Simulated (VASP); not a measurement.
The input files of a VASP run:

### KPOINTS
```
Automatic mesh
0
Gamma
8 8 8
0 0 0
```

POSCAR:
```
Pt3Ti
1
    3.8349511375     0.0000000000    -0.0000000000
    0.0000000000     3.8349511375     0.0000000000
    0.0000000000     0.0000000000     3.8349511375
Ti Pt
1 3
Direct
  0.0000000000   0.0000000000   0.0000000000
  0.0000000000   0.5000000000   0.5000000000
  0.5000000000   0.0000000000   0.5000000000
  0.5000000000   0.5000000000   0.0000000000
```

**INCAR**
```
SYSTEM = Pt3Ti
PREC = Accurate; ENCUT = 500; LREAL = F
LASPH = T
EDIFF = 1E-6; NELM = 100; ALGO = Normal
LMAXMIX = 6
ISMEAR = 1; SIGMA = 0.1
IBRION = 2; NSW = 40; ISIF = 3
EDIFFG = -0.02; PSTRESS = 100
LWAVE = F; LCHARG = F
```

POTCAR, in this order: Ti_sv Pt (LDA.64 set). Program: vasp_std.

Task: Translate this LDA calculation to Ansatz.

Result: One equivalent input (not run):
Ansatz 0.2 input:
```yaml
crystal:
  lattice:
    - [3.8349511, 0.0000000, 0.0000000]
    - [0.0000000, 3.8349511, 0.0000000]
    - [0.0000000, 0.0000000, 3.8349511]
  atoms:
    - { symbol: Ti, position: [0.0000000, 0.0000000, 0.0000000] }
    - { symbol: Pt, position: [0.0000000, 0.5000000, 0.5000000] }
    - { symbol: Pt, position: [0.5000000, 0.0000000, 0.5000000] }
    - { symbol: Pt, position: [0.5000000, 0.5000000, 0.0000000] }
kpoints:
  mp_grid: { grid: [8, 8, 8] }
hamiltonian:
  xc: lda
  pseudopotentials: { kind: paw }
scf:
  occupations: { method: methfessel_paxton, width: 0.1 }
  max_iter: 100
relax:
  max_steps: 40
  f_tol: 0.02
  cell: { p_target: 10 }
output: { forces: true, stress: true, eigenvalues: true }
```
Limits of the translation: each code has its own PAW files, so the cut-off isn't converted (ENCUT is set for VASP's; basis.ecutwfc is left out, and Ansatz then takes the one that its files recommend); Ansatz stops its SCF on the density residual and VASP on the energy change (EDIFF); Ansatz's lda is the Perdew-Wang form, while the LDA potentials of VASP carry Perdew-Zunger's.

The compound is Pt3Ti in the L1_2 structure. It was relaxed first under an external pressure of 10 GPa.
